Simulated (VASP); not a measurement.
Given:

```
CELL_PARAMETERS angstrom
      0.00000     3.20223     3.20223
      3.20223     0.00000     3.20223
      3.20223     3.20223     0.00000
ATOMIC_POSITIONS crystal
  Sn 0.00000 0.00000 0.00000
  Te 0.50000 0.50000 0.50000
```

The numbers are results of PBE GGA, VASP's PBE PAW potentials (set 64) (plane waves; VASP 6.6.1), not measurements. Run with 400 eV cut-off, 7×7×7 Γ-centred mesh, Gaussian smearing of 0.050 eV, potentials Sn_d Te.

**Question.** What does the run give for the energy per atom (σ→0)?

**Answer.** 
The energy per atom (σ→0) is -3.784 eV/atom.

The compound is SnTe in the rock salt structure, which distorts at low temperature. It was relaxed first. The start is the result of an earlier pass.
